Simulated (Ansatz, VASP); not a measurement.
**VRu in two plane-wave programs**

One calculation is typed for both programs; each brings its own data sets. How far apart do they land? Valence electrons are named where the data sets of a main pair hold unlike numbers.

Calculated with Ansatz 0.2.0; plane waves, with VASP 6.6.1 beside it; single point at PBEsol.

**1. Starting point**

It takes space group Pm-3m (No. 221, cubic). Conventional cell: a = 2.990 Å, b = 2.990 Å, c = 2.990 Å, α = 90.00°, β = 90.00°, γ = 90.00°. Nearest to V lie 8 Ru at 2.59 Å. Nearest to Ru lie 8 V at 2.59 Å. Farther neighbours are not listed.

**2. Ansatz: single point, PBEsol**

Ansatz runs on its default PAW (the set named soft_2) files.

With cell and atoms fixed, the geometry can't cause a difference; cores, projectors, grids and the points listed under the comparison can.

Input file input.yaml:

```yaml
crystal:
  lattice:
    - [5.98, 0.0, 0.0]
    - [0.0, 5.98, 0.0]
    - [0.0, 0.0, 5.98]
  atoms:
    - { symbol: V, position: [0.25, 0.25, 0.25], spin: 2.0 }
    - { symbol: V, position: [0.25, 0.25, 0.75], spin: -2.0 }
    - { symbol: V, position: [0.25, 0.75, 0.25], spin: 2.0 }
    - { symbol: V, position: [0.25, 0.75, 0.75], spin: -2.0 }
    - { symbol: V, position: [0.75, 0.25, 0.25], spin: 2.0 }
    - { symbol: V, position: [0.75, 0.25, 0.75], spin: -2.0 }
    - { symbol: V, position: [0.75, 0.75, 0.25], spin: 2.0 }
    - { symbol: V, position: [0.75, 0.75, 0.75], spin: -2.0 }
    - { symbol: Ru, position: [0.0, 0.0, 0.0] }
    - { symbol: Ru, position: [0.0, 0.0, 0.5] }
    - { symbol: Ru, position: [0.0, 0.5, 0.0] }
    - { symbol: Ru, position: [0.0, 0.5, 0.5] }
    - { symbol: Ru, position: [0.5, 0.0, 0.0] }
    - { symbol: Ru, position: [0.5, 0.0, 0.5] }
    - { symbol: Ru, position: [0.5, 0.5, 0.0] }
    - { symbol: Ru, position: [0.5, 0.5, 0.5] }
hamiltonian:
  xc: pbesol
  pseudopotentials: { kind: paw }
magnetization:
  spin_polarized: true
kpoints:
  mp_grid: { grid: [3, 3, 3] }
scf:
  occupations: { method: methfessel_paxton, width: 0.05 }
  n_extra_bands: 18
output:
  forces: true
  stress: true
  eigenvalues: true
```

Started as:

```bash
$ ansatz run input.yaml --threads 4 --pin off --max-ram 9216MiB --backend cpu --events-out ev --progress --plain --runs-dir out
```

Numbers of over 12 decimals in the logs are rounded to 6 here.

The log of the run:

```text
scf.n_extra_bands = 18 over 116 filled bands (N_el = 232.0): the run solves 134 bands
Engine: ansatz 0.2.0, aarch64-unknown-linux-gnu
Pseudopotentials: kind: paw
Pseudopotential: V, paw, valence charge 13, recommended cutoff 420 eV (normal), V.paw.azcp
Pseudopotential: Ru, paw, valence charge 16, recommended cutoff 420 eV (normal), Ru.paw.azcp
Functional definition: PBEsol
  exchange = pbesol_x
  correlation = pbesol_c
Crystal: 16 atoms, lattice volume = 213.847 Å³
Basis set: ecut = 420 eV, 4139 PW (Γ), exchange–correlation on 80×80×80 points (8 copies of the dense FFT grid, shifted against one another)
Bands: 134, of which v1, the nominal top of the filled ones, is band 116 counted from 1 (115 counted from 0)
Symmetry: 64 space group operations
Space group: P4/mmm (ITA 123), of the structure as read, at distance tolerance 6.0e-5 Å
Magnetic group: BNS 123.348 (UNI 1008), of the structure as read, at distance tolerance 6.0e-5 Å
k-points: 6 of 27
Non-local potential: V, projectors of the file, l = 0: 3, l = 1: 2, l = 2: 3, l = 3: 1
Non-local potential: Ru, projectors of the file, l = 0: 3, l = 1: 2, l = 2: 2, l = 3: 1
PAW form: soft (Blöchl's): semilocal exchange-correlation on the pseudo side does not see the compensation charge
PAW frozen core: V, regenerated for the run's functional, and the local potential with it (the file was generated under x = pbe(κ = 0.804, μ = 0.219515), c = pbe(β = 0.066725))
PAW frozen core: Ru, regenerated for the run's functional, and the local potential with it (the file was generated under x = pbe(κ = 0.804, μ = 0.219515), c = pbe(β = 0.066725))
PAW one-centre angular grid: V, 590 points (default); XC on 64 Gauss nodes
PAW one-centre angular grid: Ru, 590 points (default); XC on 64 Gauss nodes
Initial density: superposition of atomic densities (chi_scale 0.1, normalization cell)
Starting moments: Σ|m| = 16 μB on 8 of 16 sites
Starting magnetic order: antiferromagnet; a translation exchanges its spin sublattices: spin-degenerate at every k-point
Initial wavefunctions: pseudopotential atomic-orbital guess
Functional: x = pbesol(κ = 0.804, μ = 0.123457), c = pbesol(β = 0.046)
SCF iter   1: F=—  HF=-69630.199389 eV  |F-HF|=—  |Δ(HF+E_count)|=         —  Δρ=1.11e-1 (↑1.11e-1 ↓1.11e-1)  dr2=4.38e1  dr2_m=1.48e1  M=0.000 μB ∫|m|=2.847 μB  β_m=0.30  ethr=3.10e-3  ⟨swp⟩=4.0  Hψ=2476  notcnv=0
Mixer restart at iter 1: flushing history
preconditioner: auto → Kerker (q_TF=auto, 2.766 Å⁻¹)  [metal: Δε(μ)=0.037 eV  Ē_g=4.833 eV  σ=0.050 eV  W_gap=0.37  n_scr=80 (ndim 8)  ℏωp=25.9 eV  f_vac=0.000  D(μ)=22.37/eV (n_scr^D=304)]
spin=Collinear: Kerker preconditioning applied to the charge; magnetization (m = ρ↑ − ρ↓) channel mixes plain (no charge-response kernel on spin).
SCF iter   2: F=—  HF=-69622.097173 eV  |F-HF|=—  |Δ(HF+E_count)|=    8.10e0  Δρ=6.80e-2 (↑6.80e-2 ↓6.80e-2)  dr2=1.52e1  dr2_m=5.58e0  M=0.000 μB ∫|m|=3.955 μB  β_m=0.52  ethr=3.10e-3  ⟨swp⟩=2.8  Hψ=1319  notcnv=0  defer=31
SCF iter   3: F=—  HF=-69617.477523 eV  |F-HF|=—  |Δ(HF+E_count)|=    4.62e0  Δρ=1.71e-2 (↑1.71e-2 ↓1.71e-2)  dr2=1.82e-1  dr2_m=4.51e-1  M=0.000 μB ∫|m|=3.632 μB  β_m=0.68  ethr=3.10e-3  ⟨swp⟩=3.3  Hψ=1822  notcnv=0  defer=31
SCF iter   4: F=—  HF=-69617.750843 eV  |F-HF|=—  |Δ(HF+E_count)|=   2.73e-1  Δρ=8.95e-3 (↑8.95e-3 ↓8.95e-3)  dr2=4.15e-2  dr2_m=1.44e-1  M=0.000 μB ∫|m|=2.716 μB  β_m=0.84  ethr=7.84e-5  ⟨swp⟩=3.3  Hψ=1730  notcnv=0  defer=36
SCF iter   5: F=—  HF=-69617.786272 eV  |F-HF|=—  |Δ(HF+E_count)|=   3.54e-2  Δρ=5.23e-3 (↑5.23e-3 ↓5.23e-3)  dr2=1.44e-2  dr2_m=5.05e-2  M=0.000 μB ∫|m|=1.681 μB  β_m=0.92  ethr=1.79e-5  ⟨swp⟩=3.0  Hψ=1754  notcnv=0  defer=36
SCF iter   6: F=—  HF=-69617.789341 eV  |F-HF|=—  |Δ(HF+E_count)|=   3.07e-3  Δρ=2.93e-3 (↑2.93e-3 ↓2.93e-3)  dr2=2.69e-2  dr2_m=1.26e-2  M=0.000 μB ∫|m|=0.790 μB  β_m=0.96  ethr=6.23e-6  ⟨swp⟩=3.0  Hψ=1606  notcnv=0  defer=36
SCF iter   7: F=—  HF=-69617.791804 eV  |F-HF|=—  |Δ(HF+E_count)|=   2.46e-3  Δρ=9.90e-4 (↑9.90e-4 ↓9.90e-4)  dr2=4.37e-3  dr2_m=2.15e-4  M=0.000 μB ∫|m|=0.097 μB  β_m=0.98  ethr=6.23e-6  ⟨swp⟩=3.0  Hψ=1552  notcnv=0  defer=36
SCF iter   8: F=—  HF=-69617.792815 eV  |F-HF|=—  |Δ(HF+E_count)|=   1.01e-3  Δρ=7.16e-4 (↑7.16e-4 ↓7.16e-4)  dr2=2.49e-3  dr2_m=5.36e-4  M=0.000 μB ∫|m|=0.131 μB  β_m=0.99  ethr=1.88e-6  ⟨swp⟩=2.8  Hψ=1566  notcnv=0  defer=36
SCF iter   9: F=—  HF=-69617.793208 eV  |F-HF|=—  |Δ(HF+E_count)|=   3.93e-4  Δρ=1.38e-4 (↑1.38e-4 ↓1.38e-4)  dr2=2.40e-5  dr2_m=2.96e-5  M=0.000 μB ∫|m|=0.031 μB  β_m=0.98  ethr=1.07e-6  ⟨swp⟩=2.3  Hψ=1127  notcnv=0  defer=39
[...]
iteration 11: the input's own smearing fills from here on; a Gaussian of 0.05 eV has filled iterations ahead of it
[...]
SCF 1 converged in 18 iterations: F = -69617.774679 eV  dr2 = 7.79e-10
  greatest PAW one-centre occupation: 1.000 electrons in one spin orbital (limit 2), on the V atom at site 7 (counted from 0), in its partial waves of l = 0
Initial density: read from a saved state, or passed on in memory by an earlier SCF of this step, an earlier step, the calling program or the single point that the run made first
[...]
spin=Collinear: Resta preconditioning applied to the charge; magnetization (m = ρ↑ − ρ↓) channel mixes plain (no charge-response kernel on spin).
SCF iter   2: F=—  HF=-69617.793963 eV  |F-HF|=—  |Δ(HF+E_count)|=   6.57e-6  S|Δr|=    0.00e0  Δρ=1.70e-4 (↑1.70e-4 ↓1.18e-4)  dr2=1.75e-5  dr2_m=2.41e-5  M=2.367 μB ∫|m|=2.635 μB  β_m=0.63  ethr=1.35e-8  ⟨swp⟩=1.3  Hψ=1653  notcnv=0
SCF iter   3: F=—  HF=-69617.793988 eV  |F-HF|=—  |Δ(HF+E_count)|=   2.45e-5  S|Δr|=    0.00e0  Δρ=1.35e-4 (↑6.38e-5 ↓1.35e-4)  dr2=9.87e-5  dr2_m=5.96e-6  M=2.380 μB ∫|m|=2.649 μB  β_m=0.54  ethr=7.53e-9  ⟨swp⟩=2.2  Hψ=2374  notcnv=0
SCF iter   4: F=—  HF=-69617.793983 eV  |F-HF|=—  |Δ(HF+E_count)|=   5.12e-6  S|Δr|=    0.00e0  Δρ=6.04e-5 (↑6.04e-5 ↓4.69e-5)  dr2=2.11e-5  dr2_m=2.94e-6  M=2.383 μB ∫|m|=2.653 μB  β_m=0.76  ethr=7.53e-9  ⟨swp⟩=2.2  Hψ=2259  notcnv=0
SCF iter   5: F=—  HF=-69617.793987 eV  |F-HF|=—  |Δ(HF+E_count)|=   4.28e-6  S|Δr|=    0.00e0  Δρ=9.33e-5 (↑9.33e-5 ↓7.57e-5)  dr2=1.09e-4  dr2_m=1.70e-6  M=2.385 μB ∫|m|=2.656 μB  β_m=0.64  ethr=7.53e-9  ⟨swp⟩=2.2  Hψ=2216  notcnv=0  recentre
SCF iter   6: F=—  HF=-69617.793984 eV  |F-HF|=—  |Δ(HF+E_count)|=   2.43e-6  S|Δr|=    0.00e0  Δρ=1.49e-5 (↑1.49e-5 ↓1.22e-5)  dr2=3.88e-7  dr2_m=2.83e-7  M=2.390 μB ∫|m|=2.663 μB  β_m=0.82  ethr=7.53e-9  ⟨swp⟩=2.0  Hψ=2145  notcnv=0
iter 7 did not close the SCF: its close was put off for a magnetic moment that had not settled (scf_convergence_deferred on its scf_iter line)
SCF iter   7: F=-69617.793985 eV  HF=-69617.793985 eV  |F-HF|=1.67e-9  |Δ(HF+E_count)|=   2.87e-7  S|Δr|=    0.00e0  Δρ=4.36e-6 (↑4.01e-6 ↓4.36e-6)  dr2=3.25e-8  dr2_m=2.51e-8  M=2.392 μB ∫|m|=2.666 μB  β_m=0.91  ethr=4.31e-11  ⟨swp⟩=2.2  Hψ=5247  notcnv=0
SCF iter   8: F=-69617.793985 eV  HF=-69617.793985 eV  |F-HF|=7.86e-10  |Δ(HF+E_count)|=   2.75e-8  S|Δr|=    0.00e0  Δρ=6.56e-7 (↑6.56e-7 ↓3.88e-7)  dr2=1.18e-9  dr2_m=1.77e-10  M=2.392 μB ∫|m|=2.667 μB  ethr=1.40e-11  ⟨swp⟩=1.8  Hψ=4425  notcnv=0
SCF 4 converged in 8 iterations: F = -69617.793985 eV  dr2 = 1.18e-9
  greatest PAW one-centre occupation: 1.000 electrons in one spin orbital (limit 2), on the V atom at site 6 (counted from 0), in its partial waves of l = 0
WARN: the starting moments were not kept: 4 of 8 ended reversed and 4 kept their direction, counting a site from 0.1 of the cell's largest site moment. The largest reversed, site 7 (counted from 0, in the order of the report's site_moments_mub), started with -2.0 μB and closes at +2.8e-1 μB in its sphere. The starting moments cancel, and the net magnetisation is 2.4e0 μB in size, over 0.1 of its absolute magnetisatio [...]
this state was not tested for a lower state beside it, because cold or Methfessel-Paxton smearing, or corrected tetrahedra, fill the levels in a way that the test cannot read (fill_not_monotonic; see scf.lower_state_search)
SCF converged after 8 iterations
Magnetization: 2.3922 μB (117.1961 up, 114.8039 down)
Absolute magnetization: 2.6803 μB (∫|ρ↑−ρ↓|, with the PAW one-centre terms)
Spin contamination: 0.0198 ħ² per cell (⟨S²⟩ above its minimum at these occupations)
Per-site moments (μB) at R_I (Å): [(0.275719, 1.068134), (0.275731, 1.068134), (0.275719, 1.068134), (0.275731, 1.068134), (0.275719, 1.068134), (0.275731, 1.068134), (0.275719, 1.068134), (0.275731, 1.068134), (-0.00911707, 1.068134), (-0.00911707, 1.068134), (-0.00911707, 1.068134), (-0.00911707, 1.068134), (-0.00911707, 1.068134), (-0.00911707, 1.068134), (-0.00911707, 1.068134), (-0.00911707, 1.068134)]
Free energy (F): -69617.793985 eV
Harris-Foulkes:  -69617.793985 eV  (|F-HF|=7.86e-10)
Internal energy: -69617.799045 eV  (E = F + TS)
E sigma→0 (E₀):  -69617.795250 eV
Entropy (-TS):   0.005061 eV (0.316 meV/atom)
Fermi energy:    20.900026 eV
--- Per-component energies (eV) ---
  E_band       = -1631.074216
  E_kinetic    = 6803.092594
  E_local      = -17207.578306  (includes V_loc(G=0)·N_el)
  E_nonlocal   = 2395.764753
  E_hartree    = 6478.601210
  E_xc         = -2555.564918
  E_vxc        = -3233.486432  (∫ρ·V_xc dr)
  E_paw        = -35879.643705  (= ΣΔE_a)
  E_vpaw       = -3346.066710  (= ΣTr[D̂ρ^β])
  E_aug_tail   = 0.000560  (compensation charges beyond the density's cutoff)
  E_ewald      = -29655.695035
  E_core_change = 3.223801  (= ΣΔE_core)
  E_smearing   = 0.005061  (= −TS)
  E_closure    = 0.000000  (closes the sum)
  Σ components = -69617.793985   (vs F -69617.793985, Δ=0.00e0)
--- Forces (eV/Å), atoms counted from 1 ---
  atom   1  V      0.00000000     0.00000000     0.00000000
  atom   2  V      0.00000000     0.00000000     0.00000000
  atom   3  V      0.00000000     0.00000000     0.00000000
  atom   4  V      0.00000000     0.00000000     0.00000000
  atom   5  V      0.00000000     0.00000000     0.00000000
  atom   6  V      0.00000000     0.00000000     0.00000000
  atom   7  V      0.00000000     0.00000000     0.00000000
  atom   8  V      0.00000000     0.00000000     0.00000000
  atom   9  Ru     0.00000000     0.00000000     0.00000056
  atom  10  Ru    -0.00000000     0.00000000    -0.00000056
  atom  11  Ru     0.00000000    -0.00000000     0.00000056
  atom  12  Ru    -0.00000000    -0.00000000    -0.00000056
  atom  13  Ru     0.00000000     0.00000000     0.00000056
  atom  14  Ru     0.00000000     0.00000000    -0.00000056
  atom  15  Ru     0.00000000    -0.00000000     0.00000056
  atom  16  Ru     0.00000000     0.00000000    -0.00000056
  max |Σ_I F_I| component: 1.78e-23 eV/Å
--- Stress (GPa, compression-positive) ---
       -5.375953       0.000000      -0.000000
        0.000000      -5.375953       0.000000
       -0.000000       0.000000      -5.375952
  P = ⅓ Tr σ = -5.3760 GPa (-53.760 kbar)
--- Band table (eV; the first three rows and the last of 12) ---
  k-point 0 ↑: bands = [... 112 lower, 20.3796, 20.3796, 20.3796, 21.0248, 21.0248, 21.0248, 21.1173, 21.1173, ... 14 higher]
  k-point 1 ↑: bands = [... 112 lower, 20.1685, 20.3432, 20.3432, 20.5897, 20.5897, 20.9410, 20.9410, 20.9445, ... 14 higher]
  k-point 2 ↑: bands = [... 112 lower, 20.1685, 20.3432, 20.3432, 20.5897, 20.5897, 20.9410, 20.9410, 20.9445, ... 14 higher]
  k-point 5 ↓: bands = [... 112 lower, 21.0312, 21.0312, 21.0312, 21.2153, 21.2588, 21.2588, 21.2588, 21.4241, ... 14 higher]
```

Elapsed: 95 s, on 4 threads of Arm Neoverse V1, shared host; peak memory 1.6 GiB.

The run ends at a pressure of -5.38 GPa.

(Continued in part 2 of 2.)

[Lines on the potential files, build, host, timing and source positions are cut from VASP's logs without a mark.]

[Logs are printed without paths, hosts, clocks, repeated set-up lines and the standing remarks that a program may print on its own settings, such as how far it seeks lower states.]

[Hosts, paths, dates, database ids (printed as entryN), source tags and the programs' standing remarks are cut or masked in the printed files.]
